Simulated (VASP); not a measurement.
Calculation: TPSS meta-GGA, VASP's PBE PAW potentials (set 64) (plane waves; VASP).

VASP input:

### POSCAR
```
As
1.0
  3.6803640000  -1.8800000000   0.0000000000
  3.6803640000   1.8800000000   0.0000000000
  2.7200240000   0.0000000000   3.1114220000
As
2
Direct
  0.2270000000   0.2270000000   0.2270000000
  0.7730000000   0.7730000000   0.7730000000
```

### INCAR
```
# general
SYSTEM   =  As
PREC     =  Accurate
ENCUT    =  520
LREAL    =  .False.
LASPH    =  .True.

# electronic loop
EDIFF    =  1E-6
NELM     =  100
ALGO     =  Normal
LMAXMIX  =  4
LMIXTAU  =  .True.

# smearing
ISMEAR   =  1
SIGMA    =  0.1

# functional
METAGGA  =  TPSS

# ions
IBRION   =  2
NSW      =  60
ISIF     =  3
EDIFFG   =  -0.01

# output
LWAVE    =  .False.
LCHARG   =  .False.
```

### KPOINTS
```
Automatic mesh
0
Gamma
11 11 11
0 0 0
```

POTCAR, in this order: As (PBE.64 set). Program: vasp_std.

Output

OSZICAR:
```
       N       E                     dE             d eps       ncg     rms          rms(c)
DAV:   1     0.160213387851E+02    0.16021E+02   -0.44304E+03  2628   0.959E+02
DAV:   2    -0.240823720760E+02   -0.40104E+02   -0.38898E+02  3879   0.146E+02
DAV:   3    -0.255107938204E+02   -0.14284E+01   -0.14203E+01  3205   0.329E+01
DAV:   4    -0.255194038392E+02   -0.86100E-02   -0.86062E-02  3542   0.256E+00
DAV:   5    -0.255194244002E+02   -0.20561E-04   -0.20560E-04  3110   0.105E-01    0.344E+00
DAV:   6    -0.253792549392E+02    0.14017E+00   -0.55844E+00  2742   0.285E+01    0.203E+00
DAV:   7    -0.254165154220E+02   -0.37260E-01   -0.78378E-02  3040   0.291E+00    0.134E+00
DAV:   8    -0.252476212022E+02    0.16889E+00   -0.17438E-01  2634   0.582E+00    0.339E-01
DAV:   9    -0.254192209752E+02   -0.17160E+00   -0.15231E-01  2630   0.544E+00    0.174E-01
DAV:  10    -0.254246336784E+02   -0.54127E-02   -0.55637E-03  2706   0.830E-01    0.796E-02
DAV:  11    -0.254226646866E+02    0.19690E-02   -0.19043E-03  2673   0.496E-01    0.726E-02
DAV:  12    -0.254245485413E+02   -0.18839E-02   -0.99356E-04  2640   0.390E-01    0.272E-02
DAV:  13    -0.254246006023E+02   -0.52061E-04   -0.10450E-04  2835   0.971E-02    0.119E-02
DAV:  14    -0.254246325268E+02   -0.31925E-04   -0.22245E-05  2661   0.593E-02    0.114E-02
DAV:  15    -0.254246381057E+02   -0.55788E-05   -0.70528E-06  2756   0.270E-02    0.164E-03
DAV:  16    -0.254246408510E+02   -0.27453E-05   -0.23136E-06  2638   0.238E-02    0.948E-04
DAV:  17    -0.254246409347E+02   -0.83760E-07   -0.79441E-08  1317   0.369E-03
   1 F= -.25424641E+02 E0= -.25424577E+02  d E =-.254246E+02
       N       E                     dE             d eps       ncg     rms          rms(c)
DAV:   1    -0.254469140866E+02   -0.22273E-01   -0.11297E+00  2774   0.653E+00    0.871E-01
DAV:   2    -0.254391081731E+02    0.78059E-02   -0.25135E-02  2771   0.135E+00    0.512E-01
DAV:   3    -0.254277472770E+02    0.11361E-01   -0.38324E-02  2691   0.118E+00    0.115E-01
DAV:   4    -0.254291772050E+02   -0.14299E-02   -0.21139E-03  2645   0.446E-01    0.670E-02
DAV:   5    -0.254291091614E+02    0.68044E-04   -0.27120E-04  2725   0.192E-01    0.302E-02
DAV:   6    -0.254292193931E+02   -0.11023E-03   -0.17358E-04  2632   0.185E-01    0.110E-02
DAV:   7    -0.254292376773E+02   -0.18284E-04   -0.60589E-05  2631   0.105E-01    0.397E-03
DAV:   8    -0.254292524809E+02   -0.14804E-04   -0.64318E-06  2695   0.361E-02    0.863E-04
DAV:   9    -0.254292523164E+02    0.16456E-06   -0.59870E-07  1522   0.942E-03
   2 F= -.25429252E+02 E0= -.25429233E+02  d E =-.461138E-02
       N       E                     dE             d eps       ncg     rms          rms(c)
DAV:   1    -0.254394344131E+02   -0.10182E-01   -0.22799E-01  2797   0.300E+00    0.394E-01
DAV:   2    -0.254378379792E+02    0.15964E-02   -0.48863E-03  2766   0.602E-01    0.228E-01
DAV:   3    -0.254356263625E+02    0.22116E-02   -0.72855E-03  2706   0.517E-01    0.556E-02
DAV:   4    -0.254359151524E+02   -0.28879E-03   -0.37700E-04  2643   0.194E-01    0.343E-02
DAV:   5    -0.254358946207E+02    0.20532E-04   -0.53834E-05  2734   0.864E-02    0.144E-02
DAV:   6    -0.254359226958E+02   -0.28075E-04   -0.36052E-05  2630   0.848E-02    0.460E-03
DAV:   7    -0.254359260556E+02   -0.33597E-05   -0.97033E-06  2640   0.426E-02    0.177E-03
DAV:   8    -0.254359279527E+02   -0.18971E-05   -0.90603E-07  1687   0.138E-02    0.313E-04
DAV:   9    -0.254359278812E+02    0.71500E-07   -0.93085E-08  1314   0.388E-03
   3 F= -.25435928E+02 E0= -.25435894E+02  d E =-.112869E-01
       N       E                     dE             d eps       ncg     rms          rms(c)
DAV:   1    -0.254361484790E+02   -0.22053E-03   -0.57355E-03  2744   0.492E-01    0.319E-02
DAV:   2    -0.254361436091E+02    0.48698E-05   -0.18136E-04  2902   0.102E-01    0.207E-02
DAV:   3    -0.254361250041E+02    0.18605E-04   -0.53942E-05  3168   0.467E-02    0.467E-03
DAV:   4    -0.254361258683E+02   -0.86418E-06   -0.23269E-06  2478   0.154E-02
   4 F= -.25436126E+02 E0= -.25436104E+02  d E =-.197987E-03
       N       E                     dE             d eps       ncg     rms          rms(c)
DAV:   1    -0.254361635564E+02   -0.38552E-04   -0.19311E-03  2737   0.286E-01    0.186E-02
DAV:   2    -0.254361607352E+02    0.28211E-05   -0.62479E-05  2895   0.616E-02    0.117E-02
DAV:   3    -0.254361537993E+02    0.69359E-05   -0.19760E-05  3132   0.332E-02    0.298E-03
DAV:   4    -0.254361554173E+02   -0.16180E-05   -0.28901E-06  2629   0.195E-02    0.230E-03
DAV:   5    -0.254361546540E+02    0.76331E-06   -0.17295E-06  1964   0.155E-02
   5 F= -.25436155E+02 E0= -.25436140E+02  d E =-.226773E-03
```

OUTCAR:
```
------------------------ aborting loop because EDIFF is reached ----------------------------------------
  FORCE on cell =-STRESS in cart. coord.  units (eV):
  Direction    XX          YY          ZZ          XY          YZ          ZX
  --------------------------------------------------------------------------------------
  Total        0.0113275     -0.0004335      0.0006869     -0.0000000      0.0000000      0.0036300
  in kB        0.4088512     -0.0156471      0.0247926     -0.0000000      0.0000000      0.1310213
  external PRESSURE =       0.1393322 kB  Pullay stress =       0.0000000 kB
  volume of cell :       44.39
      direct lattice vectors                 reciprocal lattice vectors
     3.706997879 -1.902437519 -0.005336779     0.134711272 -0.262820721 -0.117224321
     3.706997879  1.902437519 -0.005336779     0.134711272  0.262820721 -0.117224321
     2.735196363  0.000000000  3.143219577     0.000457445 -0.000000000  0.317747066
 POSITION                                       TOTAL-FORCE (eV/Angst)
 -----------------------------------------------------------------------------------
      2.30669      0.00000      0.71196        -0.002249     -0.000000     -0.000694
      7.84251      0.00000      2.42059         0.002249      0.000000      0.000694
 -----------------------------------------------------------------------------------
    total drift:                                0.000000      0.000000      0.000000
  FREE ENERGIE OF THE ION-ELECTRON SYSTEM (eV)
  ---------------------------------------------------
  free  energy   TOTEN  =       -25.4361546540 eV

  energy  without entropy=      -25.4361094655  energy(sigma->0) =      -25.43613959

 reached required accuracy - stopping structural energy minimisation
```
(Selected blocks of OUTCAR.)

CONTCAR:
```
As
   1.00000000000000
     3.7069978789600833   -1.9024375192596559   -0.0053367787510462
     3.7069978789600833    1.9024375192596559   -0.0053367787510462
     2.7351963631639156    0.0000000000000000    3.1432195769321720
  As
     2
Direct
     0.2272777963163295    0.2272777963163295    0.2272777963133187
     0.7727222036836706    0.7727222036836706    0.7727222036866814
```

Energy and stress use the plane-wave basis of the starting cell.

The compound is As in the a7 structure. This run relaxes it. Symmetry was kept, so distortions that lower it aren't found.
